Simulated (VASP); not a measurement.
# SnO2 (P4_2/mnm) in VASP: phonons with LDA

Aim: the phonons of SnO2 with LDA.

Program: VASP 6.6.1. These are calculated values, not measurements. Logs are shortened: lines on timing, memory, paths and dates and some standing lists are left out, and cuts for length are marked.

## (1) Starting point

Symmetry: P4_2/mnm, No. 136, tetragonal system. Conventional cell: a = 4.728 Å, b = 4.728 Å, c = 3.195 Å, α = 90.00°, β = 90.00°, γ = 90.00°. Sn (site symmetry mmm) is surrounded by 6 O at 2.05 to 2.06 Å. O (site symmetry m2m) is surrounded by 3 Sn at 2.05 to 2.06 Å.

## (2) Phonons, LDA

The input, POSCAR:

```
SnO2
1.0
    4.7278840401     -0.0000000000      0.0000000000
    0.0000000000      4.7278840401      0.0000000000
    0.0000000000      0.0000000000      3.1951513813
  Sn              O
     2     4
Direct
     0.0000000000000000    0.0000000000000000    0.0000000000000000
     0.5000000000000000    0.5000000000000000    0.5000000000000000
     0.3059928390419158    0.3059928390419158    0.0000000000000000
     0.1940071609580842    0.8059928390419158    0.5000000000000000
     0.6940071609580842    0.6940071609580842    0.0000000000000000
     0.8059928390419158    0.1940071609580842    0.5000000000000000
```

The input, INCAR.step1:

```
PREC = Accurate ; ENCUT = 600
EDIFF = 1E-8 ; ISMEAR = -1
SIGMA = 0.05 ; LREAL = False
LASPH = True ; NELM = 60
ALGO = Normal ; ISIF = 3
LWAVE = False ; LCHARG = False
IBRION = 2 ; NSW = 40
EDIFFG = -0.002
```

The input, INCAR.step2:

```
PREC = Accurate ; ENCUT = 600
EDIFF = 1E-8 ; ISMEAR = -1
SIGMA = 0.05 ; LREAL = False
LASPH = True ; NELM = 60
ALGO = Normal ; ISIF = 2
LWAVE = False ; LCHARG = False
IBRION = 8 ; NSW = 1
LEPSILON = True
```

The input, KPOINTS:

```
regular mesh
0
Gamma
  6 6 9
```

Potentials or basis: VASP PAW LDA potentials, release 64 (Sn_d, O).

Run with:

```console
$ cat potpaw_LDA.64/Sn_d/POTCAR potpaw_LDA.64/O/POTCAR > POTCAR
$ cp INCAR.step1 INCAR
$ mpirun -np 1 vasp_std > vasp.out
$ cp CONTCAR POSCAR
$ cp INCAR.step2 INCAR
$ mpirun -np 1 vasp_std > vasp.out
```

OUTCAR:

```text
PREC = Accurate
   ENCUT = 600
   EDIFF = 1E-8
   ISMEAR = -1
   LREAL = False
   LASPH = True
   NELM = 60
   ISIF = 2
   IBRION = 8
   NSW = 1
   LEPSILON = True

 ion  position               nearest neighbor table
   1  0.000  0.000  0.000-   3 2.05   5 2.05   4 2.06   6 2.06   4 2.06   6 2.06   2 3.71   2 3.71
                             2 3.71   2 3.71   2 3.71   2 3.71   2 3.71   2 3.71
   2  0.500  0.500  0.500-   4 2.05   6 2.05   5 2.06   3 2.06   3 2.06   5 2.06   1 3.71   1 3.71
                             1 3.71   1 3.71   1 3.71   1 3.71   1 3.71   1 3.71
   3  0.306  0.306  0.000-   1 2.05   2 2.06   2 2.06
   4  0.194  0.806  0.500-   2 2.05   1 2.06   1 2.06
   5  0.694  0.694  0.000-   1 2.05   2 2.06   2 2.06
   6  0.806  0.194  0.500-   2 2.05   1 2.06   1 2.06

  LATTYP: Found a simple tetragonal cell.
 ALAT       =     4.7273177074
 C/A-ratio  =     0.6760539888

  Lattice vectors:

 A1 = (   4.7273177074,   0.0000000000,   0.0000000000)
 A2 = (   0.0000000000,   4.7273177074,   0.0000000000)
 A3 = (   0.0000000000,   0.0000000000,   3.1959219923)

Analysis of symmetry for initial positions (statically):
=====================================================================
 Subroutine PRICEL returns:
 Original cell was already a primitive cell.

 Routine SETGRP: Setting up the symmetry group for a
 simple tetragonal supercell.
[... 1154 lines left out ...]
  2X     9.293344    0.007052    0.000000  -24.506308   -0.092980    0.000000    4.649005    3.876579    0.000000    2.957477   -3.833615    0.000000    4.649005    3.876579    0.000000    2.957477   -3.833615    0.000000
  2Y     0.007052    9.293344    0.000000   -0.092980  -24.506308    0.000000    3.876579    4.649005    0.000000   -3.833615    2.957477    0.000000    3.876579    4.649005    0.000000   -3.833615    2.957477    0.000000
  2Z     0.000000    0.000000    0.211322    0.000000    0.000000  -20.145526    0.000000    0.000000    9.628371    0.000000    0.000000    0.338731    0.000000    0.000000    9.628371    0.000000    0.000000    0.338731
  3X     2.948734    3.839321    0.000000    4.635021    3.884357    0.000000  -13.656258  -10.006414    0.000000   -0.345689    0.485056    0.000000    2.516888    2.289270    0.000000    3.901304   -0.491590    0.000000
  3Y     3.839321    2.948734    0.000000    3.884357    4.635021    0.000000  -10.006414  -13.656258    0.000000   -0.491590    3.901304    0.000000    2.289270    2.516888    0.000000    0.485056   -0.345689    0.000000
  3Z     0.000000    0.000000    0.329192    0.000000    0.000000    9.619786    0.000000    0.000000  -13.209953    0.000000    0.000000    1.774463    0.000000    0.000000   -0.287951    0.000000    0.000000    1.774463
  4X     4.635021   -3.884357    0.000000    2.948734   -3.839321    0.000000   -0.345689   -0.485056    0.000000  -13.656258   10.006414    0.000000    3.901304    0.491590    0.000000    2.516888   -2.289270    0.000000
  4Y    -3.884357    4.635021    0.000000   -3.839321    2.948734    0.000000    0.491590    3.901304    0.000000   10.006414  -13.656258    0.000000   -0.485056   -0.345689    0.000000   -2.289270    2.516888    0.000000
  4Z     0.000000    0.000000    9.619786    0.000000    0.000000    0.329192    0.000000    0.000000    1.774463    0.000000    0.000000  -13.209953    0.000000    0.000000    1.774463    0.000000    0.000000   -0.287951
  5X     2.948734    3.839321    0.000000    4.635021    3.884357    0.000000    2.516888    2.289270    0.000000    3.901304   -0.491590    0.000000  -13.656258  -10.006414    0.000000   -0.345689    0.485056    0.000000
  5Y     3.839321    2.948734    0.000000    3.884357    4.635021    0.000000    2.289270    2.516888    0.000000    0.485056   -0.345689    0.000000  -10.006414  -13.656258    0.000000   -0.491590    3.901304    0.000000
  5Z     0.000000    0.000000    0.329192    0.000000    0.000000    9.619786    0.000000    0.000000   -0.287951    0.000000    0.000000    1.774463    0.000000    0.000000  -13.209953    0.000000    0.000000    1.774463
  6X     4.635021   -3.884357    0.000000    2.948734   -3.839321    0.000000    3.901304    0.491590    0.000000    2.516888   -2.289270    0.000000   -0.345689   -0.485056    0.000000  -13.656258   10.006414    0.000000
  6Y    -3.884357    4.635021    0.000000   -3.839321    2.948734    0.000000   -0.485056   -0.345689    0.000000   -2.289270    2.516888    0.000000    0.491590    3.901304    0.000000   10.006414  -13.656258    0.000000
  6Z     0.000000    0.000000    9.619786    0.000000    0.000000    0.329192    0.000000    0.000000    1.774463    0.000000    0.000000   -0.287951    0.000000    0.000000    1.774463    0.000000    0.000000  -13.209953

 Eigenvectors and eigenvalues of the dynamical matrix
 ----------------------------------------------------

   1 f  =   22.685960 THz   142.540088 2PiTHz  756.722159 cm-1    93.821548 meV
             X         Y         Z           dx          dy          dz
      0.000000  0.000000  0.000000     0.000000    0.000000    0.000000
      2.363659  2.363659  1.597961     0.000000   -0.000000   -0.000000
      1.446730  1.446730  0.000000     0.353553    0.353553   -0.000000
      0.916929  3.810389  1.597961     0.353553   -0.353553   -0.000000
      3.280588  3.280588  0.000000    -0.353553   -0.353553   -0.000000
      3.810389  0.916929  1.597961    -0.353553    0.353553    0.000000
[... 145 lines left out ...]
  18 f/i=    0.011231 THz     0.070567 2PiTHz    0.374628 cm-1     0.046448 meV
             X         Y         Z           dx          dy          dz
      0.000000  0.000000  0.000000    -0.145688   -0.610056   -0.000000
      2.363659  2.363659  1.597961    -0.145300   -0.609963   -0.000000
      1.446730  1.446730  0.000000    -0.053190   -0.224599   -0.000000
      0.916929  3.810389  1.597961    -0.053994   -0.224791   -0.000000
      3.280588  3.280588  0.000000    -0.053190   -0.224599   -0.000000
      3.810389  0.916929  1.597961    -0.053994   -0.224791   -0.000000

--------------------------------------------------------------------------------------------------------

 MACROSCOPIC STATIC DIELECTRIC TENSOR IONIC CONTRIBUTION
 ------------------------------------------------------
           8.333806     0.000000     0.000000
           0.000000     8.333806     0.000000
           0.000000     0.000000     5.065428
 ------------------------------------------------------

 ELASTIC MODULI CONTR FROM IONIC RELAXATION (kBar)
 Direction    XX          YY          ZZ          XY          YZ          ZX
 --------------------------------------------------------------------------------
 XX         -66.2852     53.0532    -37.3251     -0.0000     -0.0000      0.0000
 YY          53.0532    -66.2852    -37.3251      0.0000      0.0000     -0.0000
 ZZ         -37.3251    -37.3251   -210.5752     -0.0000      0.0000      0.0000
 XY          -0.0000      0.0000     -0.0000    -29.6203      0.0000      0.0000
 YZ          -0.0000      0.0000      0.0000      0.0000   -198.2875     -0.0000
 ZX           0.0000     -0.0000      0.0000      0.0000     -0.0000   -243.9186
 --------------------------------------------------------------------------------

 PIEZOELECTRIC TENSOR IONIC CONTR  for field in x, y, z        (C/m^2)
          XX          YY          ZZ          XY          YZ          ZX
  --------------------------------------------------------------------------------
  x    -0.00000     0.00000     0.00000     0.00000    -0.00000    -0.00000
  y     0.00000    -0.00000     0.00000    -0.00000     0.00000     0.00000
  z    -0.00000     0.00000    -0.00000    -0.00000     0.00000     0.00000
```

OUTCAR.step1:

```text
PREC = Accurate
   ENCUT = 600
   EDIFF = 1E-8
   ISMEAR = -1
   LREAL = False
   LASPH = True
   NELM = 60
   ISIF = 3
[... 1111 lines left out ...]
      3.28059      3.28059      0.00000        -0.000527     -0.000527      0.000000
      3.81039      0.91693      1.59796         0.000527     -0.000527      0.000000
 -----------------------------------------------------------------------------------
    total drift:                                0.000000      0.000000     -0.000000

  FREE ENERGIE OF THE ION-ELECTRON SYSTEM (eV)
  ---------------------------------------------------
  free  energy   TOTEN  =       -42.2921265516 eV

  energy  without entropy=      -42.2921264455  energy(sigma->0) =      -42.29212650

 reached required accuracy - stopping structural energy minimisation
```

It took 25 min on 1 thread of AMD EPYC 9R45 (Zen 5), shared host; peak memory 0.67 GiB.

Results:

- Electronic dielectric tensor (diagonal): 4.36, 4.36, 4.65
- Born charges (mean of the diagonal): Sn +4.20; O -2.10 e
- Highest phonon frequency at Γ, LO-TO splitting left out: 757 cm⁻¹

Phonon frequencies in cm⁻¹ (negative: imaginary):
```tsv
q point	frequencies
(0.000, 0.000, 0.000)	0 0 0 102 147 224 224 282 282 349 463 469 469 561 601 601 629 757
```

Electronic dielectric tensor:
```
4.36 0.00 0.00
0.00 4.36 0.00
0.00 0.00 4.65
```

Born effective charge tensors (e):
atom 1, Sn
```
4.07 0.43 0.00
0.43 4.07 0.00
0.00 0.00 4.46
```
atom 2, Sn
```
 4.07 -0.43  0.00
-0.43  4.07  0.00
 0.00  0.00  4.46
```
atom 3, O
```
-2.04 -0.69  0.00
-0.69 -2.04  0.00
 0.00  0.00 -2.23
```
atom 4, O
```
-2.04  0.69  0.00
 0.69 -2.04  0.00
 0.00  0.00 -2.23
```
atom 5, O
```
-2.04 -0.69  0.00
-0.69 -2.04  0.00
 0.00  0.00 -2.23
```
atom 6, O
```
-2.04  0.69  0.00
 0.69 -2.04  0.00
 0.00  0.00 -2.23
```
